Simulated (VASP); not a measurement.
The system is SiNi3.

```
Si Ni
1.0
     3.46374    0.00000    0.00000
     0.00000    3.46374    0.00000
     0.00000    0.00000    3.46374
Si Ni
1 3
Direct
  0.00000 0.00000 0.00000
  0.00000 0.50000 0.50000
  0.50000 0.50000 0.00000
  0.50000 0.00000 0.50000
```

The cell comes from a database or a generator and needn't be the stable form of this composition.

| Property | Result |
| --- | --- |
| Program | VASP 6.6.1 |
| Task | relaxation of cell and atoms |
| Functional | LDA |
| Potentials or basis | VASP PAW LDA potentials, release 64 (Si, Ni) |
| Cutoff | 600 eV |
| k mesh | 10 × 10 × 10 |
| Occupations | gaussian, width 0.1 eV |
| Spin | no spin polarisation |

At the start: pressure -7.3 GPa; volume 10.39 Å³/atom.

Question: Where does the relaxation end?

Answer: Over 6 steps the energy falls by 7.4 meV/atom and the volume is 10.08 Å³/atom (-3.0 %); space group Pm-3m (No. 221, to 0.05 Å).

Step by step:
```csv
step,energy change (eV),largest force (eV/Å),pressure (GPa),volume (Å³)
1,0.0000,0.0000,-7.34,41.56
2,0.0219,0.0000,11.10,38.76
3,-0.0295,0.0000,-0.06,40.31
4,-0.0295,0.0000,0.08,40.29
5,-0.0295,0.0000,-0.08,40.32
6,-0.0295,0.0000,0.00,40.30
```

Final structure:
```
Si Ni
1.0
     3.42860    0.00000    0.00000
     0.00000    3.42860    0.00000
     0.00000    0.00000    3.42860
Si Ni
1 3
Direct
  0.00000 0.00000 0.00000
  0.00000 0.50000 0.50000
  0.50000 0.50000 0.00000
  0.50000 0.00000 0.50000
```
